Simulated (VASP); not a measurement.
The system is Cu.

```
Cu
1.0
     0.00000    1.82500    1.82500
     1.82500    0.00000    1.82500
     1.82500    1.82500    0.00000
Cu
1
Cartesian
  0.0000 0.0000 0.0000
```

* Program: VASP 6.6.1
* Task: relaxation of cell and atoms
* Functional: PBEsol
* Potentials or basis: VASP PAW PBE potentials, release 64 (Cu)
* Cutoff: 600 eV
* k mesh: 8 × 8 × 8
* Occupations: gaussian, width 0.1 eV
* Spin: no spin polarisation

At the start: pressure -8.6 GPa; volume 12.16 Å³/atom.

How do energy, volume and symmetry change on relaxing?

Over 5 steps the energy falls by 20.8 meV/atom and the volume is 11.44 Å³/atom (-5.9 %); space group Fm-3m (No. 225, to 0.05 Å).

Step by step:
```tsv
step	energy change (eV)	largest force (eV/Å)	pressure (GPa)	volume (Å³)
1	0.0000	0.0000	-8.57	12.16
2	-0.0140	0.0000	6.10	11.05
3	-0.0208	0.0000	0.24	11.43
4	-0.0208	0.0000	-0.31	11.45
5	-0.0208	0.0000	-0.05	11.44
```

Final structure:
```xyz
1
Lattice="0.0000 1.7886 1.7886 1.7886 0.0000 1.7886 1.7886 1.7886 0.0000" Properties=species:S:1:pos:R:3 pbc="T T T"
Cu    3.5772    3.5772    3.5772
```

Caveat: the k mesh is coarse (spacing up to 0.37 Å⁻¹), so the values aren't converged; the PAW data sets were made with another functional, which shifts forces and pressure a little.
